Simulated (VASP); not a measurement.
Runs of VASP 6.6.1 on BSiH5. The cell holds a molecule in a box, 7 atoms: a = 12.000 Å, b = 13.000 Å, c = 12.000 Å, α = 90.00°, β = 90.00°, γ = 90.00°. 

```csv
task,level,potentials or basis,cell,cutoff (eV),grid for exact exchange (PRECFOCK),screening parameter,gap on the mesh (eV),largest force (eV/Å)
atomic charges,PBE+TS,"VASP PAW PBE potentials, release 64 (B, Si, H)",as given,520,-,-,3.74,0.15
electron localisation function,PBE,"VASP PAW PBE potentials, release 64 (B, Si, H)",as given,520,-,-,3.74,0.16
single point,HSE06+D4,"VASP PAW PBE potentials, release 64 (B, Si, H)",as given,520,Fast,0.2 1/A,(b),(a)
single point,PBE+TS,"VASP PAW PBE potentials, release 64 (B_s, Si, H_s)",as given,400,-,-,3.75,0.15
relaxation of the atoms,r2SCAN+D3(BJ),"VASP PAW PBE potentials, release 64 (B, Si, H)",atoms relaxed,520,-,-,4.37,0.01
single point,vdW-DF2,"VASP PAW PBE potentials, release 64 (B_s, Si, H_s)",as given,400,-,-,3.95,0.30
```

Alike in all rows: no spin polarisation; k mesh 1 × 1 × 1; smearing gaussian 0.01 eV.

Task: Fill in the values left out.

Result: (a) 0.06; (b) 5.21.

Caveats: the PAW data sets were made with another functional, which shifts forces and pressure a little (some runs).

A k mesh can miss the band edges.

Not every run made on this cell is shown here.
